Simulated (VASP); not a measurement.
CdSe:

```xyz
4
Lattice="4.3453 0.0000 0.0000 -2.1726 3.7631 0.0000 0.0000 0.0000 7.0868" Properties=species:S:1:pos:R:3 pbc="T T T"
Cd    2.1726    1.2544    3.5432
Cd    0.0000    2.5088    7.0866
Se    2.1726    1.2544    6.2072
Se    0.0000    2.5088    2.6638
```

The cell is a database's computed one.

Base run:

| Quantity | Value |
| --- | --- |
| Program | VASP 6.6.1 |
| Functional | PBE |
| Potentials or basis | VASP PAW PBE potentials, release 64 (Cd, Se) |
| Cutoff | 450 eV |
| k mesh | 10 × 10 × 6 |
| Occupations | gaussian, width 0.02 eV |
| Spin | no spin polarisation |

Its results: band gap on the k mesh 0.60 eV, direct.

Question: The run is repeated on the same cell with these changes: functional from PBE to LDA; potentials or basis from VASP PAW PBE potentials, release 64 (Cd, Se) to VASP PAW LDA potentials, release 64 (Cd, Se). What comes out?

Answer: Band gap on the k mesh 0.36 eV, direct.
